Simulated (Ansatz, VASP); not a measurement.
## Two plane-wave programs on MnCdSe3

```
Mn Cd Se
1.0
     4.87221    0.00000    0.00000
     0.00000    4.87221    0.00000
     0.00000    0.00000    4.87221
Mn Cd Se
1 1 3
Direct
  0.00000 0.00000 0.00000
  0.50000 0.50000 0.50000
  0.50000 0.00000 0.00000
  0.00000 0.50000 0.00000
  0.00000 0.00000 0.50000
```

Alike in both runs: functional PBE; k mesh 8 × 8 × 8; occupations gaussian, width 0.1 eV; collinear spin.

Ansatz relaxed the structure, and its values are those at the end. VASP's run is a single point on that final structure, the one shown.

|  | VASP | Ansatz |
| --- | --- | --- |
| version | VASP 6.6.1 | Ansatz 0.2.0 |
| potentials or method | VASP PAW PBE potentials, release 64 (Mn_pv, Cd, Se) | scalar-relativistic, plane waves, PAW |
| plane-wave cutoff (eV) | 520 | 420 |
| valence electrons in the cell | 43 | 83 |

Ansatz gave:

* gap on the k mesh at the Fermi level (eV): none
* pressure (GPa): 0.0
* net moment per atom (μB): 0.66
* size of the moment on the site where the two differ most (μB): 3.13

**Question.** Estimate VASP's values.

**Answer.** gap on the k mesh at the Fermi level (eV): none; pressure (GPa): 0.1; net moment per atom (μB): 0.66; size of the moment on the site where the two differ most (μB): 3.22.

Site moments also hang on the region over which each program counts them. A gap of «none» marks a metal or a gap that the smearing closes. The two sets of potentials don't hold the same shells in valence.

Caveats: a cell with one magnetic atom can't hold antiferromagnetic order, which such compounds often take; semilocal functionals often make such compounds metallic where correlation or magnetic order opens a gap, which also shifts bond lengths.
